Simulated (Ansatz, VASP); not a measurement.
# BN: VASP beside Ansatz

One calculation is typed for both programs; each brings its own data sets. How far apart do they land? The cell is taken from a series of runs on this material, whose earlier steps may have relaxed, scaled, displaced or heated it; both programs get it as it stands.

Program: Ansatz 0.2.0. Level of theory: plane waves, with VASP 6.6.1 beside it; zone-centre phonons at LDA. Results are calculated unless marked as measured.

### 1. The structure

It takes space group P6_3/mmc (No. 194, hexagonal). The conventional cell has a = 2.488 Å, b = 2.488 Å, c = 6.415 Å, α = 90.00°, β = 90.00°, γ = 120.00°. B has 3 N at 1.44 Å nearest. Nearest to N lie 3 B at 1.44 Å. Farther neighbours and most contacts between anions are not listed.

### 2. VASP: zone-centre phonons, LDA

Second derivatives magnify differences that forces hide, and they need a tight electronic threshold.

Lines of VASP's logs that name or quote its potential files are left out, and so is its time.

Input file INCAR:

```
SYSTEM = BN
PREC = Accurate
ENCUT = 600
EDIFF = 1E-08
NELM = 120
ISMEAR = 0
SIGMA = 0.01
LREAL = .FALSE.
ALGO = Normal
GGA = PW92
NBANDS = 14
LORBIT = 11
LWAVE = .FALSE.
LCHARG = .FALSE.
ISIF = 2
IBRION = 8
LEPSILON = .TRUE.
LASPH = .TRUE.
GGA_COMPAT = .FALSE.
EFERMI = MIDGAP
KPAR = 2
```

Input file POSCAR:

```
BN
1.0
    2.4879195347      0.0000000000      0.0000000000
   -1.2439597673      2.1546015196      0.0000000000
    0.0000000000      0.0000000000      6.4153558403
B N
2 2
Direct
    0.3333333334      0.6666666668      0.2500000000
    0.6666666668      0.3333333334      0.7500000000
    0.3333333334      0.6666666668      0.7500000000
    0.6666666668      0.3333333334      0.2500000000
```

Input file KPOINTS:

```
Automatic mesh
0
Gamma
9 9 4
0 0 0
```

Potentials, in the order of the species: B and N (LDA family, release 64).

Run with:

```
$ mpirun -np 2 vasp_std
```

What it wrote:

```text
[banner, memory and clock lines left out]
running    2 mpi-ranks, on    1 nodes
 distrk:  each k-point on    1 cores,    2 groups
 distr:  one band on    1 cores,    1 groups

 POSCAR found type information on POSCAR B N
 POSCAR found :  2 types and       4 ions
|                                                                             |
|               ----> ADVICE to this user running VASP <----                  |
|                                                                             |
|     You enforced a specific xc type in the INCAR file but a different       |
|     [... a line on the potential file left out ...]
|     I HOPE YOU KNOW WHAT YOU ARE DOING!                                     |
|                                                                             |

 LDA part: xc-table for (Slater(with rela. corr.)+PW92), standard interpolation
 POSCAR, INCAR and KPOINTS ok, starting setup
 FFT: planning ... GRIDC
 FFT: planning ... GRID_SOFT
 FFT: planning ... GRID
 WAVECAR not read
 entering main loop
       N       E                     dE             d eps       ncg     rms          rms(c)
DAV:   1     0.576606848431E+02    0.57661E+02   -0.89464E+03  1008   0.119E+03
DAV:   2    -0.390927559768E+02   -0.96753E+02   -0.87184E+02  1356   0.248E+02
DAV:   3    -0.426784500753E+02   -0.35857E+01   -0.35697E+01  1338   0.483E+01
DAV:   4    -0.427028725697E+02   -0.24422E-01   -0.24418E-01  1164   0.452E+00
DAV:   5    -0.427031456928E+02   -0.27312E-03   -0.27304E-03  1338   0.447E-01    0.112E+01
DAV:   6    -0.391168903447E+02    0.35863E+01   -0.70227E+00  1146   0.208E+01    0.488E+00
DAV:   7    -0.387494640943E+02    0.36743E+00   -0.51353E-01  1260   0.548E+00    0.297E+00
DAV:   8    -0.386336452338E+02    0.11582E+00   -0.30177E-01  1212   0.390E+00    0.431E-01
DAV:   9    -0.386291976990E+02    0.44475E-02   -0.15572E-02  1170   0.100E+00    0.182E-01
DAV:  10    -0.386291623496E+02    0.35349E-04   -0.66588E-04  1206   0.216E-01    0.242E-02
DAV:  11    -0.386291750855E+02   -0.12736E-04   -0.27126E-05  1194   0.459E-02    0.178E-02
DAV:  12    -0.386291746696E+02    0.41590E-06   -0.62634E-06  1176   0.195E-02    0.123E-03
DAV:  13    -0.386291746503E+02    0.19236E-07   -0.32679E-07  1254   0.423E-03    0.467E-04
DAV:  14    -0.386291746553E+02   -0.49258E-08   -0.31349E-09   882   0.487E-04
   1 F= -.38629175E+02 E0= -.38629175E+02  d E =0.000000E+00
 Linear response reoptimize wavefunctions to high precision
DAV:   1    -0.386291746554E+02   -0.10323E-09   -0.43018E-10   852   0.182E-04
DAV:   2    -0.386291746554E+02   -0.22283E-10   -0.39093E-11   618   0.567E-05
 Linear response G [H, r] |phi>, progress :
  Direction:   1
       N       E                     dE             d eps       ncg     rms
RMM:   1    -0.578345410055E+02   -0.57835E+02    0.47036E+01  2120   0.678E+01
RMM:   2    -0.573816053386E+02    0.45294E+00   -0.25112E+00  1671   0.131E+01
RMM:   3    -0.574022391724E+02   -0.20634E-01   -0.22142E-02  1837   0.109E+00
RMM:   4    -0.574028910101E+02   -0.65184E-03   -0.28235E-04  1879   0.131E-01
RMM:   5    -0.574029059990E+02   -0.14989E-04   -0.29762E-05  1873   0.209E-02
RMM:   6    -0.574029067195E+02   -0.72055E-06   -0.22749E-05  1850   0.506E-03
RMM:   7    -0.574029067331E+02   -0.13597E-07   -0.22578E-05  1713   0.286E-03
RMM:   8    -0.574029067344E+02   -0.13039E-08   -0.22599E-05  1316   0.251E-03
RMM:   9    -0.574029068637E+02   -0.12932E-06   -0.24099E-05  1205   0.247E-03
RMM:  10    -0.574029068493E+02    0.14404E-07   -0.24461E-05  1111   0.246E-03
RMM:  11    -0.574029068825E+02   -0.33200E-07    0.18615E-06  1070   0.246E-03
 Linear response G [H, r] |phi>, progress :
  Direction:   2
       N       E                     dE             d eps       ncg     rms
RMM:   1    -0.613805271213E+02   -0.61381E+02   -0.19131E+01  2048   0.643E+01
RMM:   2    -0.608990711304E+02    0.48146E+00   -0.17421E+00  1683   0.109E+01
RMM:   3    -0.609125684378E+02   -0.13497E-01   -0.16644E-02  1803   0.888E-01
RMM:   4    -0.609128539295E+02   -0.28549E-03   -0.20175E-04  1848   0.103E-01
RMM:   5    -0.609128594339E+02   -0.55044E-05   -0.10698E-05  1852   0.161E-02
RMM:   6    -0.609128596047E+02   -0.17082E-06   -0.52221E-06  1834   0.446E-03
RMM:   7    -0.609128596005E+02    0.41812E-08   -0.50338E-06  1637   0.294E-03
RMM:   8    -0.609128596002E+02    0.34560E-09   -0.49992E-06  1251   0.274E-03
RMM:   9    -0.609128596624E+02   -0.62187E-07   -0.56644E-06  1154   0.272E-03
RMM:  10    -0.609128597377E+02   -0.75323E-07   -0.62464E-06  1060   0.272E-03
 Linear response G [H, r] |phi>, progress :
  Direction:   3
       N       E                     dE             d eps       ncg     rms
RMM:   1    -0.562955467343E+02   -0.56296E+02    0.10529E+02  1872   0.778E+01
RMM:   2    -0.586681008846E+02   -0.23726E+01   -0.18952E+00  1575   0.957E+00
[...]
RMM:   2    -0.216269338958E+00   -0.34536E-02   -0.28333E-03  1639   0.339E-01
RMM:   3    -0.216293494716E+00   -0.24156E-04   -0.25966E-05  1693   0.233E-02
RMM:   4    -0.216293814229E+00   -0.31951E-06   -0.30282E-07  1651   0.251E-03
RMM:   5    -0.216293817476E+00   -0.32468E-08   -0.34670E-08  1420   0.341E-04
 change of polarisation eV/A/(eV/A) component  3 :    -0.030    -0.037     0.433
[...]
RMM:   5    -0.195648751258E+00   -0.27674E-02   -0.38101E-04  1648   0.121E-01    0.861E-03
RMM:   6    -0.195780292059E+00   -0.13154E-03   -0.15863E-05  1721   0.181E-02    0.413E-03
RMM:   7    -0.195862719970E+00   -0.82428E-04   -0.64111E-07  1694   0.424E-03    0.982E-04
RMM:   8    -0.195870865876E+00   -0.81459E-05   -0.91112E-08  1688   0.152E-03    0.293E-04
RMM:   9    -0.195868680452E+00    0.21854E-05   -0.17916E-08  1668   0.475E-04    0.188E-05
RMM:  10    -0.195868863456E+00   -0.18300E-06   -0.13322E-08  1109   0.106E-04    0.800E-06
 change of polarisation eV/A/(eV/A) component  3 :    -0.030    -0.037     0.365
 dielectric tensor                  component  3 :    -0.156    -0.193     2.919
 Linear response DOF=           4
 Linear response progress:
  Degree of freedom:   1/  4
       N       E                     dE             d eps       ncg     rms          rms(c)
RMM:   1    -0.559171883846E-01   -0.55917E-01   -0.66686E-02  7868   0.156E+00
RMM:   2    -0.423218045316E-01    0.13595E-01   -0.21574E-03  5587   0.322E-01    0.221E-01
RMM:   3    -0.418926423661E-01    0.42916E-03    0.29746E-04  5589   0.139E-01    0.121E-01
RMM:   4    -0.422260405898E-01   -0.33340E-03    0.20900E-04  5402   0.143E-01    0.137E-02
RMM:   5    -0.422927296573E-01   -0.66689E-04   -0.22752E-05  5935   0.174E-02    0.145E-03
RMM:   6    -0.422917089765E-01    0.10207E-05   -0.22060E-06  6044   0.158E-03    0.712E-04
RMM:   7    -0.422870161999E-01    0.46928E-05   -0.27073E-06  5860   0.958E-04    0.841E-05
RMM:   8    -0.422874144361E-01   -0.39824E-06   -0.10277E-06  6134   0.219E-04    0.353E-05
RMM:   9    -0.422873752059E-01    0.39230E-07   -0.30215E-07  6236   0.918E-05    0.674E-06
RMM:  10    -0.422873941526E-01   -0.18947E-07   -0.62017E-08  6206   0.694E-05    0.125E-06
RMM:  11    -0.422873913920E-01    0.27606E-08   -0.96947E-09  5384   0.603E-05    0.195E-07
 first order change of Fermi-energy   0.21590E-04
 force on displaced ion       1 direction 1 : -42.985   0.009   0.000
 Born effective charge ion    1 direction 1 :   2.705   0.000   0.000
 Linear response progress:
  Degree of freedom:   2/  4
       N       E                     dE             d eps       ncg     rms          rms(c)
RMM:   1    -0.474383892918E-01   -0.47438E-01    0.43453E-02  2457   0.128E+00
RMM:   2    -0.476799754830E-01   -0.24159E-03   -0.60051E-04  1906   0.165E-01    0.147E-01
RMM:   3    -0.474468773152E-01    0.23310E-03   -0.23353E-04  1868   0.496E-02    0.867E-02
RMM:   4    -0.474009338062E-01    0.45944E-04   -0.39104E-04  1897   0.516E-02    0.768E-03
RMM:   5    -0.473165885895E-01    0.84345E-04   -0.84814E-05  1995   0.129E-02    0.163E-03
RMM:   6    -0.472991512928E-01    0.17437E-04   -0.27270E-06  2081   0.212E-03    0.562E-04
RMM:   7    -0.472969689626E-01    0.21823E-05    0.89552E-07  2111   0.571E-04    0.161E-04
RMM:   8    -0.472972157635E-01   -0.24680E-06   -0.19659E-06  2107   0.232E-04    0.336E-05
RMM:   9    -0.472972686001E-01   -0.52837E-07   -0.68331E-07  2138   0.901E-05    0.989E-06
RMM:  10    -0.472972758630E-01   -0.72629E-08   -0.77802E-07  2207   0.618E-05    0.199E-06
RMM:  11    -0.472972753863E-01    0.47671E-09   -0.68452E-07  1928   0.478E-05    0.437E-07
RMM:  12    -0.472972801513E-01   -0.47651E-08   -0.56090E-07  1356   0.459E-05    0.952E-08
 first order change of Fermi-energy   0.24129E-03
 force on displaced ion       1 direction 3 :   0.000  -0.000 -13.737
 Born effective charge ion    1 direction 3 :  -0.000  -0.000   0.838
 Linear response progress:
  Degree of freedom:   3/  4
       N       E                     dE             d eps       ncg     rms          rms(c)
RMM:   1    -0.239086340688E+00   -0.23909E+00    0.12911E-01  6548   0.333E+00
RMM:   2    -0.229887395243E+00    0.91989E-02   -0.35749E-03  5615   0.482E-01    0.284E-01
RMM:   3    -0.230701684457E+00   -0.81429E-03   -0.10910E-03  5302   0.222E-01    0.151E-01
RMM:   4    -0.233079626772E+00   -0.23779E-02   -0.10353E-03  5021   0.213E-01    0.255E-02
RMM:   5    -0.233096815667E+00   -0.17189E-04   -0.19732E-05  6157   0.353E-02    0.168E-03
RMM:   6    -0.233104034566E+00   -0.72189E-05    0.11081E-06  6206   0.307E-03    0.954E-04
RMM:   7    -0.233098508318E+00    0.55262E-05    0.33189E-06  6127   0.791E-04    0.128E-04
RMM:   8    -0.233101086150E+00   -0.25778E-05   -0.32028E-07  5907   0.333E-04    0.233E-05
RMM:   9    -0.233101262393E+00   -0.17624E-06    0.75925E-08  6367   0.170E-04    0.440E-06
RMM:  10    -0.233101181805E+00    0.80588E-07   -0.63836E-08  6126   0.128E-04    0.122E-06
RMM:  11    -0.233101195410E+00   -0.13605E-07    0.11007E-07  5107   0.121E-04    0.402E-07
RMM:  12    -0.233101192547E+00    0.28627E-08   -0.54515E-08  4139   0.120E-04    0.110E-07
 first order change of Fermi-energy   0.19507E-03
 force on displaced ion       3 direction 1 : -43.070   0.005   0.000
 Born effective charge ion    3 direction 1 :  -2.706   0.001   0.000
 Linear response progress:
  Degree of freedom:   4/  4
       N       E                     dE             d eps       ncg     rms          rms(c)
RMM:   1    -0.263497027467E+00   -0.26350E+00    0.15375E-01  2186   0.296E+00
RMM:   2    -0.263864419129E+00   -0.36739E-03   -0.12432E-03  1884   0.257E-01    0.197E-01
RMM:   3    -0.264026040381E+00   -0.16162E-03   -0.15765E-03  1795   0.227E-01    0.872E-02
RMM:   4    -0.265047530318E+00   -0.10215E-02   -0.69147E-04  1851   0.150E-01    0.146E-02
RMM:   5    -0.265076021551E+00   -0.28491E-04   -0.19989E-05  2031   0.247E-02    0.319E-03
RMM:   6    -0.265107700130E+00   -0.31679E-04   -0.43937E-07  2053   0.518E-03    0.107E-03
RMM:   7    -0.265090138448E+00    0.17562E-04   -0.70927E-07  1898   0.212E-03    0.133E-04
RMM:   8    -0.265090061086E+00    0.77362E-07   -0.52015E-07  2167   0.399E-04    0.194E-05
RMM:   9    -0.265090350081E+00   -0.28899E-06   -0.50608E-07  2047   0.134E-04    0.997E-06
RMM:  10    -0.265090445383E+00   -0.95302E-07   -0.52355E-07  2197   0.112E-04    0.105E-06
RMM:  11    -0.265090435377E+00    0.10006E-07   -0.38960E-07  1682   0.103E-04    0.464E-07
RMM:  12    -0.265090438399E+00   -0.30217E-08   -0.67828E-07  1352   0.102E-04    0.111E-07
RMM:  13    -0.265090433581E+00    0.48178E-08   -0.61545E-07  1126   0.102E-04    0.620E-08
 first order change of Fermi-energy   0.31076E-04
 force on displaced ion       3 direction 3 :  -0.000  -0.000 -13.953
 Born effective charge ion    3 direction 3 :   0.000   0.000  -0.837
 Born effective charges drift removed
 Linear response finished
```

(Part 1 of 3 ends here.)

[Lines on the potential files, build, host, timing and source positions are cut from VASP's logs without a mark.]

[Logs are printed without paths, hosts, clocks, repeated set-up lines and the standing remarks that a program may print on its own settings, such as how far it seeks lower states.]

[Hosts, paths, dates, database ids (printed as entryN), source tags and the programs' standing remarks are cut or masked in the printed files.]
